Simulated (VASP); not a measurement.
Wanted: the native input for a VASP 6.6.1 run.

* Task: single point
* Functional: PBE
* Potentials or basis: VASP PAW PBE potentials, release 64 (N, B, As)
* Cutoff: 520 eV
* k mesh: 8 × 8 × 6
* Occupations: fermi-dirac, width 0.02 eV
* Spin: non-collinear spin, zero start, spin-orbit coupling
* Starting moments: [[0.0, 0.0, 0.0], [0.0, 0.0, 0.0], [0.0, 0.0, 0.0], [0.0, 0.0, 0.0]] μB
* Dipole correction: no
* Further INCAR settings: ALGO = Normal; EDIFF = 1e-07; NBANDS = 30

The structure of B2AsN lies in POSCAR:

```
B2AsN
1.0
    2.9886495490      0.0000000000      0.0000000000
    0.0000000000      2.9886495490      0.0000000000
    0.0000000000      0.0000000000      4.2744726710
N B As
1 2 1
Direct
    0.0000000000      0.0000000000      0.0000000000
    0.0000000000      0.5000000000      0.8013540279
    0.5000000000      0.0000000000      0.1986459721
    0.5000000000      0.5000000000      0.5000000000
```

The cell was built by a generator and needn't be a form met in nature.

The input as run:

INCAR

```
  ALGO = Normal
  EDIFF = 1E-7
  ENCUT = 520
  GGA = PE
  GGA_COMPAT = F
  ISIF = 2
  ISMEAR = -1
  LASPH = T
  LCHARG = T
  LNONCOLLINEAR = T
  LORBIT = 11
  LORBMOM = T
  LREAL = F
  LSORBIT = T
  LVHAR = T
  LWAVE = F
  MAGMOM = 0 0 0 0 0 0 0 0 0 0 0 0
  NBANDS = 30
  NELM = 150
  PREC = Accurate
  SIGMA = 0.02
```

KPOINTS

```
k-points
0
Gamma
  8 8 6
```

Potentials or basis: VASP PAW PBE potentials, release 64 (N, B, As).

Command:

```bash
$ cat potpaw_PBE.64/N/POTCAR potpaw_PBE.64/B/POTCAR potpaw_PBE.64/As/POTCAR > POTCAR
$ mpirun -np 1 vasp_ncl > vasp.out
```

It gave:

The pressure is 3.4 GPa. The largest force is 0.378 eV/Å, the net moment is 0.00 μB per cell and the valence electrons inside the program's atomic spheres are N 3.69; B 1.83; As 3.16.

Run time: 2.8 min on 1 thread of Intel(R) Xeon(R) Platinum 8259CL CPU @ 2.50GHz (Skylake/Cascade Lake), on a shared host, peak memory 0.31 GiB.
